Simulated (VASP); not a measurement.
An input for Quantum ESPRESSO's pw.x (written as the equivalent of a VASP run, and not itself run):

```
&CONTROL
  calculation = 'scf'
  pseudo_dir = './pseudo'
  outdir = './out'
  tprnfor = .true.
  tstress = .true.
/
&SYSTEM
  ibrav = 0
  nat = 2
  ntyp = 2
  ecutwfc = 110
  occupations = 'tetrahedra'
  input_dft = 'pbe'
/
&ELECTRONS
  conv_thr = 7.3e-09
  electron_maxstep = 100
/
ATOMIC_SPECIES
  La 138.905 La.upf
  C 12.011 C.upf
CELL_PARAMETERS angstrom
     3.2809173    0.0000000    0.0000000
    -0.0000000    3.2809173    0.0000000
    -0.0000000   -0.0000000    3.2809173
ATOMIC_POSITIONS crystal
  La   0.0000000  0.0000000  0.0000000
  C    0.5000000  0.5000000  0.5000000
K_POINTS automatic
  12 12 12 0 0 0
```

Problem. Write the VASP files for the same calculation (PBE).

Solution. Several could match; the one computed here: 
File POSCAR:
```
LaC
1
    3.2809173495     0.0000000000     0.0000000000
   -0.0000000000     3.2809173495     0.0000000000
   -0.0000000000    -0.0000000000     3.2809173495
La C
1 1
Direct
  0.0000000000   0.0000000000   0.0000000000
  0.5000000000   0.5000000000   0.5000000000
```

INCAR:
```
! general
SYSTEM   =  LaC
PREC     =  Accurate
ENCUT    =  520   ! plane-wave cut-off (eV)
LREAL    =  F
LASPH    =  T   ! aspherical one-centre terms

! electronic loop
EDIFF    =  1E-7   ! SCF stop (eV)
NELM     =  100   ! most electronic steps
ALGO     =  Normal   ! blocked Davidson
LMAXMIX  =  6   ! l cut-off of mixed one-centre charges

! smearing
ISMEAR   =  -5   ! tetrahedra, Bloechl

! functional
GGA      =  PE   ! PBE

! ions
ISIF     =  2   ! forces and stress, cell fixed

! output
LWAVE    =  F
LCHARG   =  T
LORBIT   =  11   ! lm-projected
NEDOS    =  601   ! DOS grid
```

### KPOINTS
```
Automatic mesh
0
Gamma
12 12 12
0 0 0
```

POTCAR, in this order: La C (PBE.64 set). Program: vasp_std.

The two are equivalent in intent, not identical: the potentials are each code's own (VASP's PAW set, PseudoDojo norm-conserving files in pw.x), so ENCUT and ecutwfc are chosen apart and not converted; conv_thr bounds pw.x's estimated SCF error, while EDIFF bounds the energy change between steps.

The structure was generated: LaC was put into the CsCl type type (Pm-3m), which need not be its known phase. It was relaxed first, which changed the volume by -29 %.
